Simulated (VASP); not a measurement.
Output of a VASP run:

File OSZICAR:
```
       N       E                     dE             d eps       ncg     rms          rms(c)
DAV:   1     0.398605680239E+03    0.39861E+03   -0.20689E+04   872   0.251E+03
DAV:   2     0.286599774896E+02   -0.36995E+03   -0.36362E+03   960   0.564E+02
DAV:   3    -0.244281093699E+02   -0.53088E+02   -0.52572E+02  1032   0.190E+02
DAV:   4    -0.264716974880E+02   -0.20436E+01   -0.20417E+01   992   0.424E+01
DAV:   5    -0.265317538161E+02   -0.60056E-01   -0.60050E-01  1128   0.711E+00    0.117E+01
DAV:   6    -0.227745479798E+02    0.37572E+01   -0.27050E+01  1424   0.538E+01    0.495E+00
DAV:   7    -0.227345177759E+02    0.40030E-01   -0.25857E+00  1024   0.102E+01    0.257E+00
DAV:   8    -0.227369267230E+02   -0.24089E-02   -0.61496E-01  1192   0.542E+00    0.105E+00
DAV:   9    -0.227141448432E+02    0.22782E-01   -0.17916E-01  1360   0.372E+00    0.272E-01
DAV:  10    -0.227168705786E+02   -0.27257E-02   -0.23012E-02  1256   0.125E+00    0.246E-01
DAV:  11    -0.227155111928E+02    0.13594E-02   -0.85169E-03  1360   0.788E-01    0.270E-02
DAV:  12    -0.227155995019E+02   -0.88309E-04   -0.77271E-04   920   0.173E-01    0.425E-02
DAV:  13    -0.227155937661E+02    0.57359E-05   -0.88398E-05  1312   0.100E-01    0.674E-03
DAV:  14    -0.227155933457E+02    0.42035E-06   -0.64380E-06  1008   0.219E-02
   1 F= -.22715593E+02 E0= -.22715593E+02  d E =-.318255E-15
```

File OUTCAR:
```
------------------------ aborting loop because EDIFF is reached ----------------------------------------
  FORCE on cell =-STRESS in cart. coord.  units (eV):
  Direction    XX          YY          ZZ          XY          YZ          ZX
  --------------------------------------------------------------------------------------
  Total       -0.4132262     -0.4132262     -0.3967111      0.0000000      0.0000000      0.0000000
  in kB       -8.9265844     -8.9265844     -8.5698241      0.0000000      0.0000000      0.0000000
  external PRESSURE =      -8.8076643 kB  Pullay stress =       0.0000000 kB
  volume of cell :       74.17
      direct lattice vectors                 reciprocal lattice vectors
     3.876000000  0.000000000  0.000000000     0.257997936  0.000000000  0.000000000
     0.000000000  3.876000000  0.000000000     0.000000000  0.257997936  0.000000000
     0.000000000  0.000000000  4.936800000     0.000000000  0.000000000  0.202560363
 POSITION                                       TOTAL-FORCE (eV/Angst)
 -----------------------------------------------------------------------------------
      1.93800      0.00000      3.76184         0.000000      0.000000      0.318237
      0.00000      1.93800      1.17496        -0.000000      0.000000     -0.318237
      1.93800      1.93800      0.00000         0.000000      0.000000      0.000000
      0.00000      0.00000      0.00000        -0.000000     -0.000000      0.000000
 -----------------------------------------------------------------------------------
    total drift:                                0.000000      0.000000     -0.000000
  FREE ENERGIE OF THE ION-ELECTRON SYSTEM (eV)
  ---------------------------------------------------
  free  energy   TOTEN  =       -22.7155933457 eV

  energy  without entropy=      -22.7155933457  energy(sigma->0) =      -22.71559335
```
(Selected blocks of OUTCAR.)

**POSCAR**
```
SnO
1
    3.8760000000     0.0000000000     0.0000000000
    0.0000000000     3.8760000000     0.0000000000
    0.0000000000     0.0000000000     4.9368000000
Sn O
2 2
Direct
  0.5000000000   0.0000000000   0.7620000000
  0.0000000000   0.5000000000   0.2380000000
  0.5000000000   0.5000000000   0.0000000000
  0.0000000000   0.0000000000   0.0000000000
```

Task: Reconstruct the remaining input files.

Result: This is not unique; one that fits is the input of the run itself, PBE GGA, plane waves, VASP's PBE PAW potentials (set 64).

INCAR:
```
ALGO  =  Normal
EDIFF  =  1E-6
ENCUT  =  520
GGA  =  PE
ISIF  =  2
ISMEAR  =  0
LASPH  =  .TRUE.
LCHARG  =  .FALSE.
LMAXMIX  =  4
LREAL  =  .FALSE.
LWAVE  =  .FALSE.
NELM  =  100
PREC  =  Accurate
SIGMA  =  0.05
SYSTEM  =  SnO
```

KPOINTS:
```
Automatic
0
G
  5 5 4
```

POTCAR, in this order: Sn_d O (PBE.64 set). Program: vasp_std.

The compound is SnO in the litharge structure. The cell was not relaxed at this level.
